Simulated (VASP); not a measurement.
NaSrCl3 (strained cubic perovskite), PBE single-point calculation: Ansatz's output and VASP's

```cif
data_structure
_symmetry_space_group_name_H-M 'P 1'
_symmetry_Int_Tables_number 1
_cell_length_a 5.9065
_cell_length_b 5.9065
_cell_length_c 5.9065
_cell_angle_alpha 90.000
_cell_angle_beta 90.000
_cell_angle_gamma 90.000
_cell_volume 206.06
loop_
_atom_site_label
_atom_site_type_symbol
_atom_site_fract_x
_atom_site_fract_y
_atom_site_fract_z
_atom_site_occupancy
Na1 Na 0.00000 0.00000 0.00000 1
Sr1 Sr 0.50000 0.50000 0.50000 1
Cl1 Cl 0.50000 0.50000 0.00000 1
Cl2 Cl 0.50000 0.00000 0.50000 1
Cl3 Cl 0.00000 0.50000 0.50000 1
```

Ansatz printed

```
SCF 1 converged in 6 iterations: F = -8278.943561 eV  dr2 = 2.09e-8
  greatest PAW one-centre occupation: 0.999 electrons in one spin orbital (limit 2), on the Na atom at site 0 (counted from 0), in its partial waves of l = 0
NSCF: frozen V_eff on 4 k-points
SCF converged after 6 iterations
Free energy (F): -8278.943561 eV
Harris-Foulkes:  -8278.943561 eV  (|F-HF|=9.89e-9)
Internal energy: -8278.943561 eV  (E = F + TS)
E sigma→0 (E₀):  -8278.943561 eV
Fermi energy:    1.119182 eV
--- Per-component energies (eV) ---
  E_band       = -511.142420
  E_kinetic    = 845.656644
  E_local      = -3331.542545  (includes V_loc(G=0)·N_el)
  E_nonlocal   = 401.616566
  E_hartree    = 1111.001978
  E_xc         = -533.214543
  E_vxc        = -577.362078  (∫ρ·V_xc dr)
  E_paw        = -4935.821442  (= ΣΔE_a)
  E_vpaw       = -71.509029  (= ΣTr[D̂ρ^β])
  E_aug_tail   = 0.000229  (compensation charges beyond the density's cutoff)
  E_ewald      = -1836.640449
  E_smearing   = -0.000000  (= −TS)
  E_closure    = -0.000000  (closes the sum)
  Σ components = -8278.943561   (vs F -8278.943561, Δ=0.00e0)
--- Forces (eV/Å), atoms counted from 1 ---
  atom   1  Na    -0.00000000     0.00000000     0.00000000
  atom   2  Sr     0.00000000    -0.00000000     0.00000000
  atom   3  Cl     0.00000000    -0.00000000    -0.00000000
  atom   4  Cl     0.00000000    -0.00000000    -0.00000000
  atom   5  Cl     0.00000000    -0.00000000    -0.00000000
  max |Σ_I F_I| component: 6.68e-29 eV/Å
--- Stress (GPa, compression-positive) ---
       -1.990685       0.000000       0.000000
       -0.000000      -1.990685       0.000000
        0.000000       0.000000      -1.990685
  P = ⅓ Tr σ = -1.9907 GPa (-19.907 kbar)
--- Band table (eV; the first three rows and the last of 10) ---
  k-point 0: bands = ["-52.5411", "-33.3219", "-24.4380", "-24.4380", "-24.4380", "-15.3524", "-15.3524", "-15.3524", "-13.0107", "-12.8650", "-12.8650", "-1.6160", "-1.6160", "-1.6160", "-0.9433", "-0.9433", "-0.9433", "-0.8690", "-0.8690", "-0.8690", "2.8179", "5.4966", "5.4966", "5.4966", "6.5046"]
  k-point 1: bands = ["-52.5411", "-33.3218", "-24.4380", "-24.4380", "-24.4380", "-15.4141", "-15.3521", "-15.3521", "-12.9750", "-12.8645", "-12.7811", "-1.7929", "-1.5644", "-1.5644", "-1.1378", "-1.0241", "-1.0241", "-0.9738", "-0.8894", "-0.8894", "3.2271", "5.5469", "5.8130", "5.8130", "5.8348"]
  k-point 2: bands = ["-52.5411", "-33.3217", "-24.4380", "-24.4380", "-24.4380", "-15.4714", "-15.3518", "-15.3518", "-12.9615", "-12.8639", "-12.6779", "-2.0174", "-1.4872", "-1.4872", "-1.3102", "-1.1463", "-1.1463", "-1.0036", "-0.8918", "-0.8918", "3.8678", "4.9313", "5.6005", "6.1402", "6.1402"]
  k-point 9: bands = ["-52.5411", "-33.3213", "-24.4380", "-24.4380", "-24.4380", "-15.4700", "-15.4700", "-15.4700", "-12.6756", "-12.6756", "-12.6756", "-2.4687", "-1.7530", "-1.7530", "-1.6672", "-1.6672", "-1.6672", "-0.6277", "-0.6277", "-0.6277", "3.7865", "6.7779", "6.7779", "6.7779", "7.0572"]
```

The two codes use different PAW datasets and cutoffs. VASP's cell holds 38 valence electrons and Ansatz's 40. Ansatz's stress includes a Pulay correction; VASP's doesn't.

**Question.** What does VASP give for the same cell and level of theory?

**Answer.** gap between bands v and c 3.45 eV; least direct gap 3.68 eV; pressure -2.0 GPa.

From OUTCAR

```
k-points           NKPTS =     10   k-points in BZ     NKDIM =     10   number of bands    NBANDS=     27

   NELECT =      38.0000    total number of electrons

   dimension x,y,z NGX =    48 NGY =   48 NGZ =   48
   dimension x,y,z NGXF=    96 NGYF=   96 NGZF=   96

  energy-cutoff  :      520.00
  volume of cell :      206.06
      direct lattice vectors                 reciprocal lattice vectors
     5.906531751  0.000000000  0.000000000     0.169304093  0.000000000  0.000000000
     0.000000000  5.906531751  0.000000000     0.000000000  0.169304093  0.000000000
     0.000000000  0.000000000  5.906531751     0.000000000  0.000000000  0.169304093

 k-points in reciprocal lattice and weights: KPOINTS created by Atomic Simulation Env
   0.00000000  0.00000000  0.00000000       0.016
   0.25000000  0.00000000  0.00000000       0.094
   0.50000000  0.00000000  0.00000000       0.047
   0.25000000  0.25000000  0.00000000       0.188
   0.50000000  0.25000000  0.00000000       0.188
   0.50000000  0.50000000  0.00000000       0.047
   0.25000000  0.25000000  0.25000000       0.125
   0.50000000  0.25000000  0.25000000       0.188
   ...

 E-fermi :  -1.7651

 k-point     1 :       0.0000    0.0000    0.0000
  band No.  band energies     occupation
      1     -34.9940      2.00000
      2     -26.0662      2.00000
      3     -26.0662      2.00000
      4     -26.0662      2.00000
      5     -17.0204      2.00000
      6     -17.0204      2.00000
      7     -17.0204      2.00000
      8     -14.6267      2.00000
      9     -14.4809      2.00000
     10     -14.4809      2.00000
     11      -3.2316      2.00000
     12      -3.2316      2.00000
     13      -3.2316      2.00000
     14      -2.5602      2.00000
     15      -2.5602      2.00000
     16      -2.5602      2.00000
     17      -2.4811      2.00000
     18      -2.4811      2.00000
     19      -2.4811      2.00000
     20       1.1994      0.00000
     21       3.8779      0.00000
     22       3.8779      0.00000
     23       3.8779      0.00000
     24       4.9016      0.00000
     25       5.1084      0.00000
     26       5.1084      0.00000
     27       5.8320      0.00000

 k-point     2 :       0.2500    0.0000    0.0000
  band No.  band energies     occupation
      1     -34.9939      2.00000
      2     -26.0662      2.00000
      3     -26.0662      2.00000
      4     -26.0662      2.00000
      5     -17.0802      2.00000
      6     -17.0201      2.00000
      7     -17.0201      2.00000
      8     -14.5911      2.00000
      9     -14.4803      2.00000
     10     -14.3990      2.00000
     11      -3.4076      2.00000
     12      -3.1796      2.00000
     13      -3.1796      2.00000
     14      -2.7534      2.00000
     15      -2.6412      2.00000
     16      -2.6412      2.00000
     17      -2.5907      2.00000
     18      -2.5027      2.00000
     19      -2.5027      2.00000
     20       1.6083      0.00000
     21       3.9279      0.00000
     22       4.1939      0.00000
     23       4.1939      0.00000
     24       4.2177      0.00000
     25       5.2257      0.00000
     26       5.4312      0.00000
     27       6.0875      0.00000

 k-point     3 :       0.5000    0.0000    0.0000
  band No.  band energies     occupation
      1     -34.9938      2.00000
      2     -26.0662      2.00000
      3     -26.0662      2.00000
      4     -26.0662      2.00000
      5     -17.1359      2.00000
      6     -17.0198      2.00000
      7     -17.0198      2.00000
      8     -14.5774      2.00000
      9     -14.4798      2.00000
     10     -14.2978      2.00000
     11      -3.6318      2.00000
     12      -3.1012      2.00000
     13      -3.1012      2.00000
     14      -2.9278      2.00000
     15      -2.7648      2.00000
     16      -2.7648      2.00000
     17      -2.6205      2.00000
     18      -2.5056      2.00000
     19      -2.5056      2.00000
     20       2.2481      0.00000
     21       3.3132      0.00000
     22       3.9812      0.00000
     23       4.5190      0.00000
     24       4.5190      0.00000
     25       5.2967      0.00000
     26       5.4856      0.00000
     27       6.2793      0.00000

 ...

  Total       -2.5326684     -2.5326684     -2.5326684      0.0000000      0.0000000     -0.0000000
  in kB      -19.6920661    -19.6920661    -19.6920661      0.0000000      0.0000000     -0.0000000
  external PRESSURE =     -19.6920661 kB  Pullay stress =       0.0000000 kB

 POSITION                                       TOTAL-FORCE (eV/Angst)
 -----------------------------------------------------------------------------------
      0.00000      0.00000      0.00000         0.000000      0.000000      0.000000
      2.95327      2.95327      2.95327         0.000000      0.000000      0.000000
      2.95327      2.95327      0.00000         0.000000      0.000000      0.000000
      2.95327      0.00000      2.95327         0.000000      0.000000      0.000000
      0.00000      2.95327      2.95327         0.000000      0.000000      0.000000
 -----------------------------------------------------------------------------------
    total drift:                                0.000000     -0.000000     -0.000000

  FREE ENERGIE OF THE ION-ELECTRON SYSTEM (eV)
  ---------------------------------------------------
  free  energy   TOTEN  =       -18.2255547036 eV

  energy  without entropy=      -18.2255547036  energy(sigma->0) =      -18.22555470
```
